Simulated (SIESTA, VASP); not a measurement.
VASP ran on this input.

### KPOINTS
```
Automatic mesh
0
Gamma
4 4 4
0 0 0
```

POSCAR:
```
LaAlNi4
1
    2.5752650000    -4.2243850000     0.0000000000
    2.5752650000     4.2243850000     0.0000000000
    0.0000000000     0.0000000000     4.0264300000
La Al Ni
1 1 4
Direct
  0.4999270000   0.5015760000  -0.0043030000
  0.0024900000  -0.0005030000   0.5098220000
  0.1718100000   0.8409340000   0.0049790000
  0.8253420000   0.1709370000  -0.0042200000
  0.0033730000   0.4993010000   0.5004450000
  0.4970580000  -0.0122440000   0.4932760000
```

### INCAR
```
SYSTEM = LaAlNi4
PREC = Accurate; ENCUT = 300; LREAL = .FALSE.
LASPH = .TRUE.
EDIFF = 1E-6; NELM = 100; ALGO = Normal
LMAXMIX = 6
ISMEAR = 0; SIGMA = 0.2
GGA = PS
IBRION = 2; NSW = 50; ISIF = 3
EDIFFG = -0.01
LWAVE = .FALSE.; LCHARG = .FALSE.
```

POTCAR, in this order: La Al Ni (PBE.64 set). Program: vasp_std.

Problem. Translate it to SIESTA.

Solution. One input that does it (GGA PBEsol, numerical atomic orbitals DZP, PseudoDojo PBEsol standard norm-conserving potentials (rewritten from UPF to PSML)):
```
# files in the folder: La.psml Al.psml Ni.psml (PseudoDojo PBEsol standard)
SystemName  LaAlNi4
SystemLabel siesta

NumberOfAtoms                6
NumberOfSpecies              3
%block ChemicalSpeciesLabel
  1 57 La
  2 13 Al
  3 28 Ni
%endblock ChemicalSpeciesLabel
LatticeConstant              4.947466 Ang
%block LatticeVectors
     0.520522021   -0.853848212    0.000000000
     0.520522021    0.853848212    0.000000000
     0.000000000    0.000000000    0.813836821
%endblock LatticeVectors
AtomicCoordinatesFormat      Bohr
%block AtomicCoordinatesAndAtomicSpecies
     4.873859966    0.013163853   -0.032740881  1
     0.009669826   -0.023892912    3.879159104  2
     4.928564805    5.341570518    0.037884464  3
     4.848437132   -5.224069761   -0.032109347  3
     2.446285917    3.958958854    3.807810918  3
     2.359369413   -4.065722569    3.753263073  3
%endblock AtomicCoordinatesAndAtomicSpecies

XC.functional                GGA
XC.authors                   PBEsol
PAO.BasisSize                DZP
PAO.EnergyShift              0.005 Ry
MeshCutoff                   300 Ry
%block kgrid.MonkhorstPack
    4   0   0  0.0
    0   4   0  0.0
    0   0   4  0.0
%endblock kgrid.MonkhorstPack
OccupationFunction           MP
OccupationMPOrder            0
ElectronicTemperature        0.2 eV

MaxSCFIterations             150
SCF.Mixer.Method             Pulay
SCF.Mixer.Weight             0.25
SCF.Mixer.History            6
SCF.DM.Tolerance             1.0E-04
Diag.ParallelOverK           true
MD.TypeOfRun                 Broyden
MD.Steps                     40
MD.MaxForceTol               0.02 eV/Ang
MD.VariableCell              true
MD.MaxStressTol              0.05 GPa
WriteForces                  true
```
The two runs describe the same crystal, functional and task. Each code takes its own potentials, basis and convergence tests.

The structure comes from a computed database's LaAlNi4 entry; how it stands against other phases isn't given here. In the starting cell atoms are displaced from their ideal sites.
